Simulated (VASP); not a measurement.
# Be3CdO4 (P-62c) in VASP: single point with r2SCAN

Aim: the single point of Be3CdO4 with r2SCAN.

All numbers are computed with VASP 6.6.1; they aren't measurements. Logs are shortened: lines on timing, memory, paths and dates and some standing lists are left out, and cuts for length are marked.

### Step 1. The crystal as given

The structure is hexagonal, space group P-62c (No. 190). The conventional cell has a = 4.580 Å, b = 4.580 Å, c = 8.789 Å, α = 90.00°, β = 90.00°, γ = 120.00°. Be (site symmetry 32) has 3 O at 1.53 Å as nearest neighbours. Be (site symmetry 3) has 4 O at 1.59 to 1.64 Å as nearest neighbours. Around Cd (site symmetry -6) lie 9 O at 2.64 to 2.67 Å and 2 Be at 2.80 Å. Around O (site symmetry 2) lie 3 Be at 1.53 to 1.64 Å. Around O (site symmetry -6) lie 2 Be at 1.59 Å.

The cell was built by a generator and needn't be a form met in nature.

### Step 2. Single point, r2SCAN

File INCAR:

```
PREC = Accurate
ENCUT = 520
EDIFF = 1E-6
ISMEAR = 0
SIGMA = 0.1
LREAL = F
LASPH = T
NELM = 150
ALGO = Normal
ISIF = 2
LWAVE = F
LCHARG = F
METAGGA = R2SCAN
LMIXTAU = T
NBANDS = 56
KPAR = 8
```

File KPOINTS:

```
Automatic mesh
0
Gamma
  8 8 4
```

File POSCAR:

```
Be3CdO4                                 
1.0
    4.5801943526      0.0000000000      0.0000000000
   -2.2900971813      3.9665646689      0.0000000000
    0.0000000000      0.0000000000      8.7893088150
  Be              Cd              O             
     6     2     8
Direct
     0.0000000000000000    0.0000000000000000    0.5000000000000000
     0.6666666699999979    0.3333333300000021    0.4310817029833629
     0.3333333300000021    0.6666666699999979    0.5689182970166371
     0.0000000000000000    0.0000000000000000    0.0000000000000000
     0.3333333300000021    0.6666666699999979    0.9310817029833629
     0.6666666699999979    0.3333333300000021    0.0689182970166371
     0.3333333300000021    0.6666666699999979    0.2500000000000000
     0.6666666699999979    0.3333333300000021    0.7500000000000000
     0.6654604487391609    0.6654604487391609    0.5000000000000000
     0.0000000000000000    0.3345395512608391    0.5000000000000000
     0.3345395512608391    0.0000000000000000    0.5000000000000000
     0.6654604487391609    0.6654604487391609    0.0000000000000000
     0.0000000000000000    0.3345395512608391    0.0000000000000000
     0.3345395512608391    0.0000000000000000    0.0000000000000000
     0.6666666699999979    0.3333333300000021    0.2500000000000000
     0.3333333300000021    0.6666666699999979    0.7500000000000000
```

Potentials or basis: VASP PAW PBE potentials, release 64 (Be, Cd, O).

The run is started by

```bash
> cat potpaw_PBE.64/Be/POTCAR potpaw_PBE.64/Cd/POTCAR potpaw_PBE.64/O/POTCAR > POTCAR
> mpirun -np 8 vasp_std > vasp.out
```

OUTCAR:

```text
PREC = Accurate
   ENCUT = 520
   EDIFF = 1E-6
   ISMEAR = 0
   LREAL = F
   LASPH = T
   NELM = 150
   ISIF = 2
   METAGGA = R2SCAN

 ion  position               nearest neighbor table
   1  0.000  0.000  0.500-  11 1.53   9 1.53  10 1.53
   2  0.667  0.333  0.431-  15 1.59  10 1.64  11 1.64   9 1.64   8 2.80   7 3.09   7 3.09   7 3.09

   3  0.333  0.667  0.569-  16 1.59  11 1.64  10 1.64   9 1.64   7 2.80   8 3.09   8 3.09   8 3.09

   4  0.000  0.000  0.000-  14 1.53  12 1.53  13 1.53
   5  0.333  0.667  0.931-  16 1.59  14 1.64  13 1.64  12 1.64   7 2.80   8 3.09   8 3.09   8 3.09

   6  0.667  0.333  0.069-  15 1.59  13 1.64  14 1.64  12 1.64   8 2.80   7 3.09   7 3.09   7 3.09

   7  0.333  0.667  0.250-  15 2.64  15 2.64  15 2.64  11 2.67  14 2.67  13 2.67  10 2.67   9 2.67
                            12 2.67   3 2.80   5 2.80   6 3.09   2 3.09   6 3.09   2 3.09   2 3.09
   8  0.667  0.333  0.750-  16 2.64  16 2.64  16 2.64  10 2.67  13 2.67  11 2.67  14 2.67   9 2.67
                            12 2.67   2 2.80   6 2.80   5 3.09   3 3.09   5 3.09   3 3.09   5 3.09
   9  0.665  0.665  0.500-   1 1.53   3 1.64   2 1.64   7 2.67   8 2.67
  10  0.000  0.335  0.500-   1 1.53   2 1.64   3 1.64   8 2.67   7 2.67
  11  0.335  0.000  0.500-   1 1.53   3 1.64   2 1.64   7 2.67   8 2.67
  12  0.665  0.665  0.000-   4 1.53   5 1.64   6 1.64   7 2.67   8 2.67
  13  0.000  0.335  0.000-   4 1.53   6 1.64   5 1.64   8 2.67   7 2.67
  14  0.335  0.000  0.000-   4 1.53   5 1.64   6 1.64   7 2.67   8 2.67
  15  0.667  0.333  0.250-   2 1.59   6 1.59   7 2.64   7 2.64   7 2.64
  16  0.333  0.667  0.750-   3 1.59   5 1.59   8 2.64   8 2.64   8 2.64

  LATTYP: Found a hexagonal cell.
 ALAT       =     4.5801943526
 C/A-ratio  =     1.9189816279

  Lattice vectors:

 A1 = (   4.5801943526,   0.0000000000,   0.0000000000)
 A2 = (  -2.2900971813,   3.9665646689,   0.0000000000)
 A3 = (   0.0000000000,   0.0000000000,   8.7893088150)

Analysis of symmetry for initial positions (statically):
=====================================================================
 Subroutine PRICEL returns:
 Original cell was already a primitive cell.

 Routine SETGRP: Setting up the symmetry group for a
 hexagonal supercell.

 Subroutine GETGRP returns: Found 12 space group operations
 (whereof  6 operations were pure point group operations)
 out of a pool of 24 trial point group operations.

The static configuration has the point symmetry D_3 .
 The point group associated with its full space group is D_3h.

Analysis of symmetry for dynamics (positions and initial velocities):
=====================================================================
 Subroutine PRICEL returns:
 Original cell was already a primitive cell.

 Routine SETGRP: Setting up the symmetry group for a
 hexagonal supercell.

 Subroutine GETGRP returns: Found 12 space group operations
 (whereof  6 operations were pure point group operations)
 out of a pool of 24 trial point group operations.

The dynamic configuration has the point symmetry D_3 .
 The point group associated with its full space group is D_3h.

 Subroutine INISYM returns: Found 12 space group operations
 (whereof  6 operations are pure point group operations),
 and found     1 'primitive' translations

----------------------------------------------------------------------------------------

                                     Primitive cell

  volume of cell :     159.6810

  direct lattice vectors                    reciprocal lattice vectors
     4.580194353  0.000000000  0.000000000     0.218331346  0.126053662  0.000000000
    -2.290097181  3.966564669  0.000000000     0.000000000  0.252107323  0.000000000
     0.000000000  0.000000000  8.789308815     0.000000000  0.000000000  0.113774589

  length of vectors
     4.580194353  4.580194360  8.789308815     0.252107323  0.252107323  0.113774589

  position of ions in fractional coordinates (direct lattice)
     0.000000000  0.000000000  0.500000000
     0.666666670  0.333333330  0.431081703
     0.333333330  0.666666670  0.568918297
     0.000000000  0.000000000  0.000000000
     0.333333330  0.666666670  0.931081703
     0.666666670  0.333333330  0.068918297
[... 8 lines left out ...]
     0.666666670  0.333333330  0.250000000
     0.333333330  0.666666670  0.750000000

  ion indices of the primitive-cell ions
   primitive index   ion index
                 1           1
                 2           2
                 3           3
                 4           4
                 5           5
                 6           6
[... 8 lines left out ...]
                15          15
                16          16

----------------------------------------------------------------------------------------

 KPOINTS: Automatic mesh

Automatic generation of k-mesh.
 Grid dimensions read from file:
 generate k-points for:    8    8    4

 Generating k-lattice:

  Cartesian coordinates                     Fractional coordinates (reciprocal lattice)
     0.027291418  0.015756708  0.000000000     0.125000000 -0.000000000  0.000000000
     0.000000000  0.031513415  0.000000000     0.000000000  0.125000000  0.000000000
     0.000000000  0.000000000  0.028443647     0.000000000  0.000000000  0.250000000

  Length of vectors
     0.031513415  0.031513415  0.028443647

  Shift w.r.t. Gamma in fractional coordinates (k-lattice)
     0.000000000  0.000000000  0.000000000

 Subroutine IBZKPT returns following result:
 ===========================================

 Found     30 irreducible k-points:

 Following reciprocal coordinates:
            Coordinates               Weight
  0.000000  0.000000  0.000000      1.000000
  0.125000  0.000000  0.000000      6.000000
  0.250000  0.000000  0.000000      6.000000
  0.375000  0.000000  0.000000      6.000000
  0.500000  0.000000  0.000000      3.000000
  0.125000  0.125000  0.000000      6.000000
[... 16 lines left out ...]
  0.250000  0.000000  0.500000      6.000000
  0.375000  0.000000  0.500000      6.000000
 [... further k-points ...]
   k-points           NKPTS =     30   k-points in BZ     NKDIM =     30   number of bands    NBANDS=     56
   number of dos      NEDOS =    301   number of ions     NIONS =     16
   total plane-waves  NPLWV =  90720
   dimension x,y,z NGX =    36 NGY =   36 NGZ =   70
   dimension x,y,z NGXF=    72 NGYF=   72 NGZF=  140
   ions per type =               6   2   8
   NGX,Y,Z   is equivalent  to a cutoff of  13.07, 13.07, 13.24 a.u.
   NGXF,Y,Z  is equivalent  to a cutoff of  26.13, 26.13, 26.48 a.u.
 SYSTEM =  unknown system
   PREC   = accura    normal or accurate (medium, high low for compatibility)
   ISTART =      0    job   : 0-new  1-cont  2-samecut
   ICHARG =      2    charge: 1-file 2-atom 10-const
   ISPIN  =      1    spin polarized calculation?
   LNONCOLLINEAR =      F non collinear calculations
   LSORBIT =      F    spin-orbit coupling
   LASPH  =      T    aspherical Exc in radial PAW
   ENCUT  =  520.0 eV  38.22 Ry    6.18 a.u.   8.52  8.52 16.34*2*pi/ulx,y,z
   NELM   =    150;   NELMIN=  2; NELMDL= -5     # of ELM steps
   EDIFF  = 0.1E-05   stopping-criterion for ELM
   LREAL  =      F    real-space projection
   EDIFFG = 0.1E-04   stopping-criterion for IOM
   NSW    =      0    number of steps for IOM
   IBRION =     -1    ionic relax: 0-MD 1-quasi-New 2-CG
   NFREE  =      0    steps in history (QN), initial steepest desc. (CG)
   ISIF   =      2    stress and relaxation
   ISYM   =      2    0-nonsym 1-usesym 2-fastsym
   POTIM  = 0.5000    time-step for ionic-motion
   TEBEG  =    0.0;   TEEND  =   0.0 temperature during run
   PSTRESS=    0.0 pullay stress
   NELECT =      84.0000    total number of electrons
   NUPDOWN=      -1.0000    fix difference up-down
   EMIN   =  10.00;   EMAX   =-10.00  energy-range for DOS
   EFERMI =   0.00;   METHOD = LEGACY
   ISMEAR =     0;   SIGMA  =   0.10  broadening in eV -4-tet -1-fermi 0-gaus
   EFERMI_NEDOS =   21; number of points for ismear=-14 and -15
   IALGO  =     38    algorithm
   IMIX   =      4    mixing-type and parameters
     AMIX     =   0.40;   BMIX     =  1.00
     AMIX_MAG =   1.60;   BMIX_MAG =  1.00
  volume/ion in A,a.u.               =       9.98        67.35
  Fermi-wavevector in a.u.,A,eV,Ry     =   1.321550  2.497367 23.762492  1.746494
  Thomas-Fermi vector in A             =   2.451295
   LORBIT       =      0    0 simple, 1 ext, 2 COOP (PROOUT), +10 PAW based schemes
   METAGGA = R2SCAN    functional components
   LHFCALC =     F    Hartree Fock is set to
   AEXX    =    0.0000 exact exchange contribution
   IVDW    =     0    specifies the selected vdW correction
   LEPSILON=     F    determine dielectric tensor
   LRPA    =     F    only Hartree local field effects (RPA)
 non-spin polarized calculation
 Gauss-broadening in eV      SIGMA  =   0.10
  energy-cutoff  :      520.00
  volume of cell :      159.68
 maximum number of plane-waves:      4347
 NGX is ok and might be reduce to    36
   NGX = 17   NGY = 17   NGZ = 33

 number of electron      84.0000027 magnetization

 Free energy of the ion-electron system (eV)
  ---------------------------------------------------
  ext. energy  EPLUGINS =         0.00000000
  ---------------------------------------------------
  free energy    TOTEN  =      -151.96668257 eV

  energy without entropy =     -151.96668257  energy(sigma->0) =     -151.96668257

 E-fermi :   1.8071     XC(G=0): -10.8762

 val. band max:        1.3659210118   @ k =   0.0000   0.0000   0.0000
 cond. band min:       2.3530306327   @ k =   0.0000   0.0000   0.0000
 fundamental gap:      0.9871096209
 Fermi energy:         1.8070896302

 k-point     1 :       0.0000    0.0000    0.0000
  band No.  band energies     occupation
      1     -17.6834      2.00000
      2     -17.5150      2.00000
      3     -16.0884      2.00000
      4     -16.0884      2.00000
      5     -16.0874      2.00000
      6     -16.0874      2.00000
[... 46 lines left out ...]
     53      12.8756      0.00000
     54      13.1877      0.00000
[... 1309 lines left out ...]
     53      13.2146      0.00000
     54      13.2146      0.00000

 [... further k-points ...]

 [bands above 54 left out]

------------------------ aborting loop because EDIFF is reached ----------------------------------------

  FORCE on cell =-STRESS in cart. coord.  units (eV):
  Direction    XX          YY          ZZ          XY          YZ          ZX
  --------------------------------------------------------------------------------------
  -------------------------------------------------------------------------------------
  Total       -4.4820701     -4.4820702     -4.0921745      0.0000000      0.0000000      0.0000000
  in kB      -44.9713642    -44.9713643    -41.0593017      0.0000001      0.0000000      0.0000000
  external PRESSURE =     -43.6673434 kB  Pullay stress =       0.0000000 kB

 VOLUME and BASIS-vectors are now :
 -----------------------------------------------------------------------------
  energy-cutoff  :      520.00
  volume of cell :      159.68
      direct lattice vectors                 reciprocal lattice vectors
     4.580194353  0.000000000  0.000000000     0.218331346  0.126053662  0.000000000
    -2.290097181  3.966564669  0.000000000     0.000000000  0.252107323  0.000000000
     0.000000000  0.000000000  8.789308815     0.000000000  0.000000000  0.113774589

 POSITION                                       TOTAL-FORCE (eV/Angst)
 -----------------------------------------------------------------------------------
      0.00000      0.00000      4.39465         0.000000     -0.000000     -0.000000
      2.29010      1.32219      3.78891         0.000000     -0.000000     -0.075198
     -0.00000      2.64438      5.00040         0.000000     -0.000000      0.075198
      0.00000      0.00000      0.00000         0.000000     -0.000000     -0.000000
     -0.00000      2.64438      8.18356         0.000000     -0.000000     -0.075198
      2.29010      1.32219      0.60574         0.000000     -0.000000      0.075198
[... 8 lines left out ...]
      2.29010      1.32219      2.19733         0.000000     -0.000000     -0.000000
     -0.00000      2.64438      6.59198         0.000000     -0.000000     -0.000000
 -----------------------------------------------------------------------------------
    total drift:                                0.000052     -0.000059     -0.000014

  FREE ENERGIE OF THE ION-ELECTRON SYSTEM (eV)
  ---------------------------------------------------
  free  energy   TOTEN  =      -151.9666825663 eV

  energy  without entropy=     -151.9666825663  energy(sigma->0) =     -151.96668257
```

It took 2.6 min on 8 MPI ranks of AMD EPYC 9R45 (Zen 5), shared host; peak memory 0.49 GiB.

What came out:

```yaml
Free_energy: -151.9667 eV
Pressure: -4.4 GPa
Largest_force: 0.075 eV/Å
Band_gap_on_the_k_mesh: 0.99 eV, direct
```

Forces in eV/Å, atoms in the order of the input:
```
Be   0.000  0.000  0.000
Be   0.000  0.000 -0.075
Be   0.000  0.000  0.075
Be   0.000  0.000  0.000
Be   0.000  0.000 -0.075
Be   0.000  0.000  0.075
Cd   0.000  0.000  0.000
Cd   0.000  0.000  0.000
O    0.016  0.028  0.000
O    0.016 -0.028  0.000
O   -0.033  0.000  0.000
O    0.016  0.028  0.000
O    0.016 -0.028  0.000
O   -0.033  0.000  0.000
O    0.000  0.000  0.000
O    0.000  0.000  0.000
```

Levels at points of the mesh, in eV from the valence-band top:
```csv
k point,band 40,band 41,band 42,band 43,band 44,band 45
"(0.00, 0.00, 0.00)",-0.22,0.00,0.00,0.99,4.04,7.50
"(0.50, 0.00, 0.00)",-0.78,-0.42,-0.01,3.60,4.60,5.93
"(0.00, 0.00, 0.50)",-0.20,-0.20,-0.20,2.38,2.38,8.78
"(0.50, 0.00, 0.50)",-0.50,-0.09,-0.09,4.14,4.14,6.00
```

Caveat: the PAW data sets were made with another functional, which shifts forces and pressure a little. A k mesh can miss the band edges.
